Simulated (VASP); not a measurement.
Here is the system:

```xyz
3
Lattice="1.5348 -2.6583 0.0000 1.5348 2.6583 0.0000 0.0000 0.0000 3.5339" Properties=species:S:1:pos:R:3 pbc="T T T"
Mg     0.0000     0.0000     0.0000
B      1.5348     0.8861     1.7670
B      1.5348    -0.8861     1.7670
```

All values below come from PBE GGA, VASP's PBE PAW potentials (set 64) (plane waves; VASP). Numerical set-up: 620 eV cut-off, 11×11×9 Γ-centred mesh, first-order Methfessel-Paxton smearing of 0.10 eV, potentials Mg B.

Energy and stress use the plane-wave basis of the starting cell.

Q: The ions, cell shape and volume at an external pressure of 5.0 GPa are relaxed. What does this cell relax into?

A: 
```xyz
3
Lattice="1.5212 -2.6347 0.0000 1.5212 2.6347 0.0000 0.0000 0.0000 3.4819" Properties=species:S:1:pos:R:3 pbc="T T T"
Mg     1.5212     2.6347     0.0000
B      1.5212     0.8782     1.7409
B      1.5212    -0.8782     1.7409
```
Space group P6/mmm (191), at a tolerance of 0.03 Å.

Q: How do energy and volume change from the first to the last step?

A: The energy (σ→0) changes by +4.7 meV/atom and the volume by -3.2 %, in 4 ionic steps.

```
step  E(σ→0) (eV)  max force (eV/Å)  pressure (GPa)  volume (Å³)
----  -----------  ----------------  --------------  -----------
1        -15.3255             0.000           -0.03        28.84
2        -15.2985             0.000            7.27        27.60
3        -15.3121             0.000            5.02        27.95
4        -15.3115             0.000            5.02        27.91
```

The compound is MgB2 in the AlB2 type structure. This run relaxes it under an external pressure of 5 GPa. Symmetry was kept, so distortions that lower it aren't found.
